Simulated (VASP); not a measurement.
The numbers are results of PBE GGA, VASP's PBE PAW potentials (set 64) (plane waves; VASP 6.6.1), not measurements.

VASP input:

KPOINTS:
```
Automatic mesh
0
Monkhorst-Pack
12 12 12
0 0 0
```

### INCAR
```
ALGO = Normal
EDIFF = 1E-6
ENCUT = 400
GGA = PE
ISIF = 2
ISMEAR = 1
LASPH = .True.
LCHARG = .False.
LMAXMIX = 4
LREAL = .False.
LWAVE = .False.
NELM = 100
PREC = Accurate
SIGMA = 0.1
SYSTEM = CuZn
```

File POSCAR:
```
CuZn
1
    2.9500000000     0.0000000000     0.0000000000
    0.0000000000     2.9500000000     0.0000000000
    0.0000000000     0.0000000000     2.9500000000
Zn Cu
1 1
Direct
  0.5000000000   0.5000000000   0.5000000000
  0.0000000000   0.0000000000   0.0000000000
```

POTCAR, in this order: Zn Cu (PBE.64 set). Program: vasp_std.

Gaps are read on the run's mesh, which can miss a band edge.

Q: Estimate the energy per atom (σ→0), pressure, band gap (on the k-mesh).

A: 
```
Quantity                                                     Value
------------------------  ----------------------------------------
energy per atom (σ→0)                               -2.507 eV/atom
band gap (on the k-mesh)  none (metal, semimetal or under 0.01 eV)
pressure                                                  1.41 GPa
```

### OSZICAR
```
...
DAV:   7    -0.502116999173E+01    0.91309E+00   -0.37805E+00  1828   0.102E+02    0.224E+00
DAV:   8    -0.502441909514E+01   -0.32491E-02   -0.18847E-01  2248   0.613E+00    0.127E+00
DAV:   9    -0.501495440310E+01    0.94647E-02   -0.20626E-02  2074   0.372E+00    0.482E-02
DAV:  10    -0.501496998176E+01   -0.15579E-04   -0.48084E-04  2028   0.306E-01    0.253E-02
DAV:  11    -0.501497376221E+01   -0.37805E-05   -0.10986E-05  2427   0.613E-02    0.134E-02
DAV:  12    -0.501497247346E+01    0.12888E-05   -0.86481E-07  1218   0.330E-02    0.210E-03
DAV:  13    -0.501497250331E+01   -0.29855E-07   -0.43094E-07  1148   0.189E-02
   1 F= -.50149725E+01 E0= -.50149467E+01  d E =-.773084E-04
```

The compound is CuZn in the CsCl type structure. The cell was not relaxed at this level. The run is one of a series of settings (KPOINTS 12×12×12 Monkhorst-Pack mesh against the base run), some of them coarse on purpose. The electron count is odd and the run is not spin-polarised, which forces a metal.
